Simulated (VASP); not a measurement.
# Sr2NiWO6 with r2SCAN: from relaxation to properties, part 2 of 7

Wanted: the relaxed cell of Sr2NiWO6 and its properties. The start is a cell from a database of measured crystal structures.

VASP 6.6.1, plane waves and PAW; the level of theory is named at each step.

So far. Step 2 (First try): The fault in the input: moment fixed beyond the electrons or bands at hand (ISPIN = 2 and NUPDOWN = 40). NUPDOWN must fit the electron count, and NBANDS must hold the larger spin.

## (3) Relaxing cell and atoms (r2SCAN) (continued)

Level of this step: r2SCAN, spin-polarised from a ferromagnetic start (one magnetic atom a cell); plane waves and PAW (Sr_sv, Ni, W, O) (VASP).

OUTCAR, selected parts (step 3):

```text
ion  position               nearest neighbor table
   1  0.750  0.250  0.500-   6 2.62   5 2.62   7 2.62   8 2.62   9 2.78  10 2.78   9 2.78  10 2.78
                             8 2.97   6 2.97   5 2.97   7 2.97   4 3.41   3 3.41   3 3.41   4 3.41
   2  0.250  0.750  0.500-   8 2.62   7 2.62   5 2.62   6 2.62   9 2.78  10 2.78   9 2.78  10 2.78
                             6 2.97   8 2.97   7 2.97   5 2.97   4 3.41   3 3.41   4 3.41   3 3.41
   3  0.000  0.000  0.000-   9 2.02  10 2.02   6 2.04   8 2.04   5 2.04   7 2.04   1 3.41   1 3.41
                             2 3.41   1 3.41   2 3.41   2 3.41   1 3.41   2 3.41
   4  0.500  0.500  0.000-   6 1.92   8 1.92   7 1.92   5 1.92   9 1.94  10 1.94   1 3.41   2 3.41
                             2 3.41   1 3.41   1 3.41   2 3.41   2 3.41   1 3.41
   5  0.227  0.289  0.516-   4 1.92   3 2.04   1 2.62   2 2.62   1 2.97   2 2.97
   6  0.289  0.773  0.062-   4 1.92   3 2.04   1 2.62   2 2.62   2 2.97   1 2.97
   7  0.773  0.711  0.484-   4 1.92   3 2.04   2 2.62   1 2.62   2 2.97   1 2.97
   8  0.711  0.227  0.938-   4 1.92   3 2.04   2 2.62   1 2.62   1 2.97   2 2.97
   9  0.255  0.255  0.000-   4 1.94   3 2.02   1 2.78   2 2.78   2 2.78   1 2.78
  10  0.745  0.745  0.000-   4 1.94   3 2.02   2 2.78   1 2.78   1 2.78   2 2.78

  LATTYP: Found a body centered tetragonal cell.
 ALAT       =     5.5571000000
 C/A-ratio  =     1.4239621385

 Subroutine GETGRP returns: Found  8 space group operations
 (whereof  8 operations were pure point group operations)

The static configuration has the point symmetry C_4h.

 Found     36 irreducible k-points:

   k-points           NKPTS =     36   k-points in BZ     NKDIM =     36   number of bands    NBANDS=     52

   dimension x,y,z NGX =    42 NGY =   42 NGZ =   42
   dimension x,y,z NGXF=    84 NGYF=   84 NGZF=   84

   ENCUT  =  520.0 eV  38.22 Ry    6.18 a.u.  10.37 10.37 10.37*2*pi/ulx,y,z

   NELECT =      72.0000    total number of electrons

 k-points in reciprocal lattice and weights: Automatic mesh
   0.00000000  0.00000000  0.00000000       0.005
   0.16666667  0.00000000  0.00000000       0.037
   0.33333333  0.00000000 -0.00000000       0.037
   0.50000000  0.00000000  0.00000000       0.019
   0.16666667  0.16666667 -0.00000000       0.037
   0.33333333  0.16666667 -0.00000000       0.037
  -0.16666667 -0.33333333  0.00000000       0.037
   0.50000000  0.16666667  0.00000000       0.037
  -0.16666667  0.50000000  0.00000000       0.037
[...]
-0.33333333 -0.33333333  0.33333333       0.009
   0.50000000  0.50000000  0.50000000       0.005

 average (electrostatic) potential at core
       1 -39.9029       2 -39.9029       3 -92.5202       4 -48.9669       5 -74.1027
       6 -74.1027       7 -74.1027       8 -74.1027       9 -74.1303      10 -74.1303

 E-fermi :   3.9530

 spin component 1
 k-point     1 :       0.0000    0.0000    0.0000
  band No.  band energies     occupation
    ...
     33       2.2843      1.00000
     34       2.2843      1.00000
     35       2.6729      1.00000
     36       2.7730      1.00000
     37       2.7730      1.00000
     38       6.5374      0.00000
     39       6.5374      0.00000
     40       6.6470      0.00000
     41       8.9154      0.00000
     42       9.3606      0.00000
    ...

 k-point     2 :       0.1667    0.0000    0.0000
  band No.  band energies     occupation
    ...
     33       2.4224      1.00000
     34       2.6209      1.00000
     35       2.6694      1.00000
     36       2.8712      1.00000
     37       2.9552      1.00000
     38       6.5534      0.00000
     39       6.5836      0.00000
     40       6.6757      0.00000
     41       9.2373      0.00000
     42       9.7182      0.00000
    ...

 k-point     3 :       0.3333    0.0000   -0.0000
  band No.  band energies     occupation
    ...
     33       2.4345      1.00000
     34       2.4892      1.00000
     35       2.5282      1.00000
     36       3.4670      1.00000
     37       3.4845      1.00000
     38       6.5446      0.00000
     39       6.6184      0.00000
     40       6.7376      0.00000
     41      10.0562      0.00000
     42      10.4797      0.00000
    ...

 k-point     4 :       0.5000    0.0000    0.0000
  band No.  band energies     occupation
    ...
     33       2.4008      1.00000
     34       2.5083      1.00000
     35       2.5974      1.00000
     36       3.6953      1.00000
     37       3.7422      1.00000
     38       6.5226      0.00000
     39       6.6176      0.00000
     40       6.7662      0.00000
     41      10.8753      0.00000
     42      10.8844      0.00000
    ...

 k-point     5 :       0.1667    0.1667   -0.0000
  band No.  band energies     occupation
    ...
     33       2.3958      1.00000
     34       2.5139      1.00000
     35       2.6409      1.00000
     36       2.8326      1.00000
     37       3.4848      1.00000
     38       6.5945      0.00000
     39       6.6386      0.00000
     40       6.7266      0.00000
     41       9.6900      0.00000
     42      10.1945      0.00000
    ...

 k-point     6 :       0.3333    0.1667   -0.0000
  band No.  band energies     occupation
    ...
     33       2.4743      1.00000
     34       2.5502      1.00000
     35       2.7155      1.00000
     36       3.2236      1.00000
     37       3.7073      1.00000
     38       6.5799      0.00000
     39       6.7381      0.00000
     40       6.7921      0.00000
     41      10.4631      0.00000
     42      10.9860      0.00000
    ...

  Total       -0.0203123     -0.0203123     -0.0783067     -0.0000037      0.0000000     -0.0000000
  in kB       -0.2658359     -0.2658359     -1.0248311     -0.0000490      0.0000000     -0.0000000
  external PRESSURE =      -0.5188343 kB  Pullay stress =       0.0000000 kB

  energy-cutoff  :      520.00
  volume of cell :      122.42
      direct lattice vectors                 reciprocal lattice vectors
    -2.775036283  2.775038852  3.974288016     0.000000083  0.180177741  0.125808698
     2.775036283 -2.775038852  3.974288016     0.180177741 -0.000000083  0.125808698
     2.775038852  2.775036283 -3.974288016     0.180177824  0.180177658  0.000000000

 POSITION                                       TOTAL-FORCE (eV/Angst)
 -----------------------------------------------------------------------------------
      0.00000      2.77504      1.98714        -0.000000     -0.000000      0.000000
      2.77504     -0.00000      1.98714        -0.000000     -0.000000      0.000000
     -0.00000      0.00000      0.00000        -0.000000     -0.000000      0.000000
      0.00000      0.00000      3.97429        -0.000000     -0.000000      0.000000
      1.61748      1.24398     -0.00000         0.004319      0.002040     -0.000000
      1.53106     -1.15756      3.97429        -0.002040      0.004319     -0.000000
      1.15756      1.53106      3.97429        -0.004319     -0.002040      0.000000
      1.24398      3.93259     -0.00000         0.002040     -0.004319      0.000000
      0.00000      0.00000      2.05084        -0.000000     -0.000000      0.001065
      0.00000      0.00000      5.89774        -0.000000     -0.000000     -0.001065
 -----------------------------------------------------------------------------------
    total drift:                               -0.000000     -0.000000      0.000000

  FREE ENERGIE OF THE ION-ELECTRON SYSTEM (eV)
  ---------------------------------------------------
  free  energy   TOTEN  =      -155.6232861402 eV

  energy  without entropy=     -155.6232861402  energy(sigma->0) =     -155.62328614

 reached required accuracy - stopping structural energy minimisation

 total charge
# of ion       s       p       d       tot
------------------------------------------
    1        1.997   5.882   0.185   8.065
    2        1.997   5.882   0.185   8.065
    3        0.333   0.452   8.135   8.919
    4        0.720   1.165   4.112   5.997
    5        1.566   3.515   0.000   5.081
    6        1.566   3.515   0.000   5.081
    7        1.566   3.515   0.000   5.081
    8        1.566   3.515   0.000   5.081
    9        1.565   3.509   0.000   5.074
   10        1.565   3.509   0.000   5.074
--------------------------------------------------
tot         14.443  34.459  12.617  61.518

 magnetization (x)
# of ion       s       p       d       tot
------------------------------------------
    1       -0.000  -0.000  -0.001  -0.002
    2       -0.000  -0.000  -0.001  -0.002
    3        0.005   0.003   1.677   1.685
    4        0.012   0.024   0.028   0.064
    5        0.006   0.039   0.000   0.046
    6        0.006   0.039   0.000   0.046
    7        0.006   0.039   0.000   0.046
    8        0.006   0.039   0.000   0.046
    9        0.007   0.038   0.000   0.045
   10        0.007   0.038   0.000   0.045
--------------------------------------------------
tot          0.056   0.260   1.701   2.017

[... 6 further parts left out ...]
```

CONTCAR:

```
Sr2NiWO6
   1.00000000000000
    -2.7750362825698178    2.7750388521251770    3.9742880161902550
     2.7750362825698178   -2.7750388521251770    3.9742880161902550
     2.7750388521251770    2.7750362825698178   -3.9742880161902550
  Sr              Ni              W               O
     2     1     1     6
Direct
     0.7500000000000000    0.2500000000000000    0.5000000000000000
     0.2500000000000000    0.7500000000000000    0.5000000000000000
     0.0000000000000000    0.0000000000000000    0.0000000000000000
     0.5000000000000000    0.5000000000000000    0.0000000000000000
     0.2241369928098530    0.2914338585605807    0.5155708513704338
     0.2914338585605807    0.7758630071901470    0.0672968657507206
     0.7758630071901470    0.7085661414394195    0.4844291486295665
     0.7085661414394195    0.2241369928098530    0.9327031342492795
     0.2580131857454311    0.2580131857454311    0.0000000000000000
     0.7419868142545690    0.7419868142545690    0.0000000000000000
```

The magnetic state follows from one typed start and may not be the lowest. Experiment finds antiferromagnetic order in this phase (a transition is listed at 56 K, arxiv:2303.14370), so this ferromagnetic run describes another state. The gap is read on the k-mesh alone, so it is an upper bound where the band edges lie off the mesh, and a coarse mesh can show a gap where there is none. The valence top and the conduction bottom belong to opposite spins. The PAW data sets were made with PBE, which is usual practice but a small mismatch for other functionals. The data set W keeps the semicore shell frozen, which is cheaper and a little less accurate. The run keeps the 8 symmetry operations of its start, so it cannot find a distortion of lower symmetry.

Step by step:

```
step  energy less that of the first step (eV)  largest force (eV/Å)  pressure (GPa)  volume (Å³)
   1                                   0.0000                0.5409           -0.20       122.18
   2                                  -0.0038                0.3364            1.36       121.92
   3                                  -0.0087                0.1043            0.66       122.03
   4                                  -0.0096                0.0804           -0.60       122.80
   5                                  -0.0104                0.0162           -0.08       122.48
   6                                  -0.0110                0.0197           -0.08       122.49
   7                                  -0.0112                0.0307           -0.08       122.50
   8                                  -0.0114                0.0195            0.04       122.39
   9                                  -0.0114                0.0204            0.01       122.37
  10                                  -0.0114                0.0239            0.09       122.34
  11                                  -0.0114                0.0234            0.10       122.36
  12                                  -0.0115                0.0359           -0.05       122.40
  13                                  -0.0115                0.0490           -0.13       122.43
  14                                  -0.0116                0.0446           -0.10       122.43
  15                                  -0.0118                0.0327           -0.05       122.41
  16                                  -0.0120                0.0178            0.02       122.39
  17                                  -0.0119                0.0491            0.18       122.33
  18                                  -0.0120                0.0325            0.09       122.36
  19                                  -0.0120                0.0280            0.07       122.37
  20                                  -0.0121                0.0124            0.00       122.40
  21                                  -0.0121                0.0048           -0.05       122.42
```

```
conventional cell, symmetrised  before  after  change
                         a (Å)   5.557  5.550  -0.1 %
                         b (Å)   5.557  5.550  -0.1 %
                         c (Å)   7.913  7.949  +0.4 %
              volume (Å³/atom)   12.22  12.24  +0.2 %
```

The atoms that moved most (Å, as changes of fractional coordinates times the final cell):

```
atom      dx      dy      dz  length
  O9   0.000   0.000   0.024   0.024
 O10   0.000   0.000  -0.024   0.024
  O5   0.014  -0.016   0.000   0.021
  O7  -0.014   0.016   0.000   0.021
  O6   0.016   0.014   0.000   0.021
  O8  -0.016  -0.014   0.000   0.021
```

Final coordinates:

```
Sr Ni W O
1.0
    -2.77504    2.77504    3.97429
     2.77504   -2.77504    3.97429
     2.77504    2.77504   -3.97429
Sr Ni W O
2 1 1 6
Direct
  0.75000 0.25000 0.50000
  0.25000 0.75000 0.50000
  0.00000 0.00000 0.00000
  0.50000 0.50000 0.00000
  0.22414 0.29143 0.51557
  0.29143 0.77586 0.06730
  0.77586 0.70857 0.48443
  0.70857 0.22414 0.93270
  0.25801 0.25801 0.00000
  0.74199 0.74199 0.00000
```

Numbers from this step:

```yaml
electrons: 72
bands: 52
irreducible_k_points: 36
symmetry_operations: 8
free_energy_toten: -155.6233 eV
fermi_energy: 3.953 eV
pressure: -0.05188 GPa
moment_of_the_cell_from_the_last_line_of_the_log: 2 μB
metallic_judged_on_the_points_sampled: no
valence_top_at_k: 0.5, 0, 0
conduction_bottom_at_k: 0.5, 0.5, 0.5
least_direct_gap_at_k: 0.5, 0.5, 0.5
scf_cycles_over_all_ionic_steps: 137
gap_on_the_k_mesh: 2.178 eV
least_direct_gap_on_the_k_mesh: 2.317 eV
```

Spin moment in the PAW sphere by atom:

```
atom  spin moment in the PAW sphere (μB)
 Sr1                                0.00
 Sr2                                0.00
 Ni3                                1.69
  W4                                0.06
  O5                                0.05
  O6                                0.05
  O7                                0.05
  O8                                0.05
  O9                                0.04
 O10                                0.04
```

It ends with a largest force of 0.005 eV/Å and a pressure of -0.05 GPa. The volume lies +0.2 % from that of the database's start.

(Part 2 of 7 ends here.)

[Lines on the potential files, build, host, timing and source positions are cut from VASP's logs without a mark.]

[Logs are printed without paths, hosts, clocks, repeated set-up lines and the standing remarks that a program may print on its own settings, such as how far it seeks lower states.]

[Hosts, paths, dates, database ids (printed as entryN), source tags and the programs' standing remarks are cut or masked in the printed files.]

[A measured line is paired with the nearest computed mode of its activity, which favours agreement.]

[In band tables of VASP the shares of atoms and orbitals are scaled to a sum of 1 inside the atoms' spheres.]
